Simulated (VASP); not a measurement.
Output of a VASP run:

**OSZICAR**
```
       N       E                     dE             d eps       ncg     rms          rms(c)
DAV:   1     0.881086456670E+02    0.88109E+02   -0.11560E+04  2280   0.137E+03
DAV:   2    -0.560202086681E+01   -0.93711E+02   -0.92658E+02  2812   0.285E+02
DAV:   3    -0.129361283943E+02   -0.73341E+01   -0.72478E+01  4312   0.479E+01
DAV:   4    -0.130634148286E+02   -0.12729E+00   -0.12727E+00  2626   0.721E+00
DAV:   5    -0.130660978266E+02   -0.26830E-02   -0.26827E-02  3210   0.798E-01    0.353E+01
DAV:   6    -0.127962807914E+02    0.26982E+00   -0.38517E-01  2280   0.465E+00    0.217E+01
DAV:   7    -0.127715156585E+02    0.24765E-01   -0.77555E-01  3145   0.597E+00    0.178E+00
DAV:   8    -0.127613001896E+02    0.10215E-01   -0.14490E-01  2742   0.256E+00    0.645E-01
DAV:   9    -0.127609071492E+02    0.39304E-03   -0.41788E-03  3049   0.470E-01    0.239E-01
DAV:  10    -0.127609341576E+02   -0.27008E-04   -0.93034E-04  2588   0.306E-01    0.112E-01
DAV:  11    -0.127609346599E+02   -0.50232E-06   -0.56150E-05  3393   0.679E-02    0.554E-02
DAV:  12    -0.127609300663E+02    0.45935E-05   -0.92987E-06  2742   0.266E-02    0.156E-02
DAV:  13    -0.127609309763E+02   -0.90991E-06   -0.23333E-06  1924   0.159E-02
   1 F= -.10923392E+02 E0= -.10922888E+02  d E =-.109234E+02
```

### OUTCAR
```
------------------------ aborting loop because EDIFF is reached ----------------------------------------
  FORCE on cell =-STRESS in cart. coord.  units (eV):
  Direction    XX          YY          ZZ          XY          YZ          ZX
  --------------------------------------------------------------------------------------
  Total        1.8571349      1.8571353      1.8636453      0.0000000      0.0000000      0.0000000
  in kB       50.5332027     50.5332140     50.7103550      0.0000000      0.0000000      0.0000000
  external PRESSURE =       0.5922572 kB  Pullay stress =      50.0000000 kB
  volume of cell :       58.88
      direct lattice vectors                 reciprocal lattice vectors
     1.756604969 -3.042529397  0.000000000     0.284639978 -0.164336950  0.000000000
     1.756604969  3.042529397  0.000000000     0.284639978  0.164336950  0.000000000
     0.000000000  0.000000000  5.508562916     0.000000000  0.000000000  0.181535550
 POSITION                                       TOTAL-FORCE (eV/Angst)
 -----------------------------------------------------------------------------------
      1.75660      1.01418      1.37714         0.000000     -0.000000      0.000000
      1.75660     -1.01418      4.13142         0.000000      0.000000      0.000000
 -----------------------------------------------------------------------------------
    total drift:                               -0.000055      0.000501     -0.000010
  FREE ENERGIE OF THE ION-ELECTRON SYSTEM (eV)
  ---------------------------------------------------
  free  energy   TOTEN  =       -12.7609309763 eV

  energy  without entropy=      -12.7594210494  energy(sigma->0) =      -12.76042767
  enthalpy is  TOTEN    =       -10.9233917383 eV   P V=        1.8375392379

 reached required accuracy - stopping structural energy minimisation
```
(Selected blocks of OUTCAR.)

### POSCAR
```
Y
1
    1.7566049687    -3.0425293968    -0.0000000000
    1.7566049687     3.0425293968     0.0000000000
   -0.0000000000     0.0000000000     5.5085629156
Y
2
Direct
  0.3333330000   0.6666670000   0.2500000000
  0.6666670000   0.3333330000   0.7500000000
```

### Question
Write an INCAR and KPOINTS that could have produced this output.

### Answer
Several could match; the one computed here: the input of the run itself, PBE GGA, plane waves, VASP's PBE PAW potentials (set 64).

**KPOINTS**
```
Regular mesh
0
gamma
 12 12 7
0 0 0
```

INCAR:
```
SYSTEM=Y
PREC=Accurate; ENCUT=500; LREAL=.False.
LASPH=.True.
EDIFF=1E-6; NELM=100; ALGO=Normal
LMAXMIX=4
ISMEAR=1; SIGMA=0.1
GGA=PE
IBRION=2; NSW=40; ISIF=3
EDIFFG=-0.02; PSTRESS=50
LWAVE=.False.; LCHARG=.False.
```

POTCAR, in this order: Y_sv (PBE.64 set). Program: vasp_std.

The compound is Y in the hcp structure. It was relaxed first under an external pressure of 5 GPa.
